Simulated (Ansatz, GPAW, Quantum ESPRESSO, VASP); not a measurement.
**CaZn₂P₂ (P-3m1, 5 atoms in the cell) computed with different codes at matched settings**

Self-consistent single point.

```
Ca(ZnP)2
1.0
    4.01543     0.00000     0.00000
   -2.00772     3.47746     0.00000
    0.00000     0.00000     6.81288
Ca Zn P
1 2 2
Direct
  0.00000   0.00000   0.00000
  0.33333   0.66667   0.63328
  0.66667   0.33333   0.36672
  0.66667   0.33333   0.73625
  0.33333   0.66667   0.26375
```

Shared settings, as Ansatz (a first-principles code) writes them: kpoints.mp_grid.grid = 8 8 4; scf.occupations.method = fermi_dirac; scf.occupations.width = 0.0037 Ry. Potentials and cutoffs stand in the table.

```json
[
 {"code": "Ansatz", "model": "PBEsol, default PAW files made with PBE", "pressure (GPa)": "-1.99", "largest force (eV/Å)": "0.039", "gap on the mesh (eV)": "0.745", "cutoff": "30.9 Ry"},
 {"code": "GPAW", "model": "PBEsol, GPAW PAW datasets PBEsol (made by gpaw-setup)", "pressure (GPa)": "-1.73", "largest force (eV/Å)": "0.021", "gap on the mesh (eV)": "0.755", "cutoff": "800 eV"},
 {"code": "Quantum ESPRESSO", "model": "PBEsol, PSlibrary PAW (PBE) pseudopotentials", "pressure (GPa)": "-2.74", "largest force (eV/Å)": "0.032", "gap on the mesh (eV)": "0.738", "cutoff": "50 Ry"},
 {"code": "VASP", "model": "PBEsol, VASP's PBE PAW potentials (set 64)", "pressure (GPa)": "-1.87", "largest force (eV/Å)": "0.044", "gap on the mesh (eV)": "0.741", "cutoff": "300 eV"}
]
```

Gaps are read on the mesh.

The spread over the programs that give each value: pressure within 1.01 GPa; largest force within 0.023 eV/Å; gap on the mesh within 0.017 eV.

Ansatz's pressure is given at a fixed set of plane waves, as the other plane-wave codes print theirs; with its correction for the finite basis it is -1.94 GPa.

VASP's run is marked for a possible Pulay error in its stress at this cutoff; no cutoff test was made.

The starting cell comes from a database of computed structures (which also holds hypothetical and non-ambient phases and stackings), without a prior relaxation at this level.

Left out of this page: CP2K and SIESTA (not drawn, or without a comparable value); FLEUR (with a known weakness of the program).

Keys are those of Ansatz 0.2.
